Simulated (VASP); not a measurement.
All values below come from PBE GGA, VASP's PBE PAW potentials (set 64) (plane waves; VASP).

VASP ran on this input.

**INCAR**
```
LWAVE  =  .FALSE.
LREAL  =  .FALSE.   ! projection in real space or not
SIGMA  =  0.05
ISIF  =  2   ! forces and stress, cell fixed
SYSTEM  =  CsPbBr3
LASPH  =  .TRUE.   ! aspherical one-centre terms
ALGO  =  Normal   ! blocked Davidson
EDIFF  =  1E-7
LCHARG  =  .FALSE.
ISMEAR  =  0
PREC  =  Accurate
GGA  =  PE
NELM  =  100   ! most electronic steps
LMAXMIX  =  4
ENCUT  =  520
```

### POSCAR
```
CsPbBr3
1
    6.0622065664     0.0000000000     0.0000000000
    0.0000000000     6.0622065664     0.0000000000
    0.0000000000     0.0000000000     6.0622065664
Cs Pb Br
1 1 3
Direct
  0.0000000000   0.0000000000   0.0000000000
  0.5000000000   0.5000000000   0.5000000000
  0.5000000000   0.0000000000   0.5000000000
  0.0000000000   0.5000000000   0.5000000000
  0.5000000000   0.5000000000   0.0000000000
```

**KPOINTS**
```
Automatic mesh
0
Gamma
4 4 4
0 0 0
```

POTCAR, in this order: Cs_sv Pb_d Br (PBE.64 set). Program: vasp_std.

Unless said otherwise, spin-orbit coupling is left out, though it shifts the bands of the heavy elements here.

Problem. What does the run give for the energy per atom (σ→0), band gap (on the k-mesh)?

Solution. 
| Item | Value |
|---|---|
| energy per atom (σ→0) | -3.173 eV/atom |
| band gap (on the k-mesh) | 1.87 eV |

File OSZICAR:
```
...
DAV:   9    -0.158650141833E+02    0.82933E-03   -0.12864E-02   720   0.829E-01    0.110E-01
DAV:  10    -0.158654226437E+02   -0.40846E-03   -0.12532E-03   592   0.205E-01    0.448E-02
DAV:  11    -0.158655264909E+02   -0.10385E-03   -0.21600E-04   592   0.106E-01    0.878E-03
DAV:  12    -0.158655263037E+02    0.18722E-06   -0.34264E-05   714   0.590E-02    0.479E-03
DAV:  13    -0.158655265982E+02   -0.29455E-06   -0.31884E-06   688   0.123E-02    0.264E-03
DAV:  14    -0.158655267757E+02   -0.17742E-06   -0.49770E-07   638   0.684E-03    0.284E-04
DAV:  15    -0.158655268287E+02   -0.53022E-07   -0.17248E-08   354   0.124E-03
   1 F= -.15865527E+02 E0= -.15865527E+02  d E =-.136517E-13
```

The compound is CsPbBr3 in the cubic perovskite structure, the ideal cubic form; the compound distorts at low or room temperature. This cell is one point of a volume scan, at 1.03 of the reference volume.
